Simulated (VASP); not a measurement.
```xyz
2
Lattice="1.6473 -2.8532 0.0000 1.6473 2.8532 0.0000 0.0000 0.0000 5.2530" Properties=species:S:1:pos:R:3 pbc="T T T"
Zr     1.6473     0.9511     1.3133
Zr     1.6473    -0.9511     3.9398
```

Calculation: PBE GGA, VASP's PBE PAW potentials (set 64) (plane waves; VASP 6.6.1). Run with 400 eV cut-off, 12×12×6 Γ-centred mesh, Gaussian smearing of 0.050 eV, potentials Zr_sv.

Task: Estimate the energy per atom (σ→0), pressure, band gap (on the k-mesh) with the smallest direct gap where there is one.

Result: 
```
Property                                                     Value
------------------------  ----------------------------------------
band gap (on the k-mesh)  none (metal, semimetal or under 0.01 eV)
energy per atom (σ→0)                               -8.501 eV/atom
pressure                                                -47.4 kbar
```

Only differences to runs with the same potentials and settings are physical.

The compound is Zr in the hcp structure. The cell was not relaxed at this level. The run is one of a series of settings (ISMEAR = 0, SIGMA = 0.05 against the base run), some of them coarse on purpose.
